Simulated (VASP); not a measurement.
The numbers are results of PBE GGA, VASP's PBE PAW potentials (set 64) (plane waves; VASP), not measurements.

VASP input:

**INCAR**
```
# general
SYSTEM  = BAs
PREC    = Accurate
ENCUT   = 520
LREAL   = .FALSE.
LASPH   = .TRUE.

# electronic loop
EDIFF   = 1E-6
NELM    = 100   # most electronic steps
ALGO    = VeryFast
LMAXMIX = 4

# smearing
ISMEAR  = 0   # Gaussian
SIGMA   = 0.05

# functional
GGA     = PE

# ions
ISIF    = 2   # forces and stress, cell fixed

# output
LWAVE   = .FALSE.
LCHARG  = .FALSE.
```

**KPOINTS**
```
Regular mesh
0
Gamma
 9 9 9
```

POSCAR:
```
BAs
1
    0.0000000000     2.3900000000     2.3900000000
    2.3900000000     0.0000000000     2.3900000000
    2.3900000000     2.3900000000     0.0000000000
B As
1 1
Direct
  0.0000000000   0.0000000000   0.0000000000
  0.2500000000   0.2500000000   0.2500000000
```

POTCAR, in this order: B As (PBE.64 set). Program: vasp_std.

Output of the run:

File OSZICAR:
```
       N       E                     dE             d eps       ncg     rms          rms(c)
RMM:   1     0.404737334421E+02    0.40474E+02   -0.21145E+03   280   0.688E+02
RMM:   2     0.175674561375E+01   -0.38717E+02   -0.34063E+02   280   0.136E+02
RMM:   3    -0.856119217892E+01   -0.10318E+02   -0.82073E+01   280   0.495E+01
RMM:   4    -0.113810313287E+02   -0.28198E+01   -0.16491E+01   280   0.266E+01
RMM:   5    -0.118882048933E+02   -0.50717E+00   -0.36910E+00   280   0.105E+01
RMM:   6    -0.120024760647E+02   -0.11427E+00   -0.88581E-01   280   0.490E+00
RMM:   7    -0.120316527077E+02   -0.29177E-01   -0.23957E-01   280   0.220E+00
RMM:   8    -0.120396245785E+02   -0.79719E-02   -0.67298E-02   280   0.108E+00
RMM:   9    -0.120417244141E+02   -0.20998E-02   -0.18363E-02   722   0.503E-01
RMM:  10    -0.120425602543E+02   -0.83584E-03   -0.72187E-03   694   0.222E-01
RMM:  11    -0.120426842108E+02   -0.12396E-03   -0.90301E-04   662   0.932E-02
RMM:  12    -0.120427316773E+02   -0.47466E-04   -0.46872E-04   619   0.399E-02    0.492E+00
RMM:  13    -0.114753418504E+02    0.56739E+00   -0.64329E-01  1118   0.507E+00    0.230E+00
RMM:  14    -0.114127740118E+02    0.62568E-01   -0.67107E-02   984   0.172E+00    0.103E+00
RMM:  15    -0.114064585414E+02    0.63155E-02   -0.17500E-02   841   0.102E+00    0.124E-01
RMM:  16    -0.114068753319E+02   -0.41679E-03   -0.71857E-04   633   0.233E-01    0.309E-02
RMM:  17    -0.114068608513E+02    0.14481E-04   -0.52444E-05   650   0.681E-02    0.156E-02
RMM:  18    -0.114068681268E+02   -0.72754E-05   -0.26770E-05   661   0.416E-02    0.921E-03
RMM:  19    -0.114068649474E+02    0.31794E-05   -0.39429E-06   610   0.165E-02    0.176E-03
RMM:  20    -0.114068649177E+02    0.29659E-07   -0.77440E-07   487   0.594E-03
   1 F= -.11406865E+02 E0= -.11406865E+02  d E =-.917022E-18
```

OUTCAR:
```
------------------------ aborting loop because EDIFF is reached ----------------------------------------
  FORCE on cell =-STRESS in cart. coord.  units (eV):
  Direction    XX          YY          ZZ          XY          YZ          ZX
  --------------------------------------------------------------------------------------
  Total        0.5378934      0.5378934      0.5378934      0.0000000      0.0000000     -0.0000000
  in kB       31.5633512     31.5633512     31.5633512      0.0000000      0.0000000     -0.0000000
  external PRESSURE =      31.5633512 kB  Pullay stress =       0.0000000 kB
  volume of cell :       27.30
      direct lattice vectors                 reciprocal lattice vectors
     0.000000000  2.390000000  2.390000000    -0.209205021  0.209205021  0.209205021
     2.390000000  0.000000000  2.390000000     0.209205021 -0.209205021  0.209205021
     2.390000000  2.390000000  0.000000000     0.209205021  0.209205021 -0.209205021
  FREE ENERGIE OF THE ION-ELECTRON SYSTEM (eV)
  ---------------------------------------------------
  free  energy   TOTEN  =       -11.4068649177 eV

  energy  without entropy=      -11.4068649177  energy(sigma->0) =      -11.40686492
```
(Selected blocks of OUTCAR.)

The compound is BAs in the zinc blende structure. The cell was not relaxed at this level. The run is one of a series of settings (ALGO = VeryFast against the base run), some of them coarse on purpose.
